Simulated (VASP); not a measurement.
Here is the system:

```xyz
5
Lattice="3.9002 0.0000 0.0000 -1.9501 3.3777 0.0000 0.0000 0.0000 4.8243" Properties=species:S:1:pos:R:3 pbc="T T T"
Ga     0.0000     0.0000     2.4121
Ni     1.9501     1.1259     3.6412
Ni     1.9501     1.1259     1.1830
Ni     0.0000     2.2518     2.4121
As     0.0000     2.2518     0.0000
```

All values below come from PBEsol GGA, VASP's PBE PAW potentials (set 64) (plane waves; VASP). Numerical set-up: 400 eV cut-off, Gaussian smearing of 0.050 eV, potentials Ga_d Ni As.

Predict the band gap (along the path) with the smallest direct gap where there is one.

| Quantity | Value |
|---|---|
| band gap (along the path) | none (metal, semimetal or under 0.01 eV) |

Total energies compare only between runs with the same potentials, cut-off and functional.

The structure comes from a computed database's GaNi3As entry (P-6m2); how it stands against other phases isn't given here. It was relaxed first. The run is not spin-polarised, so no magnetic state was tried.
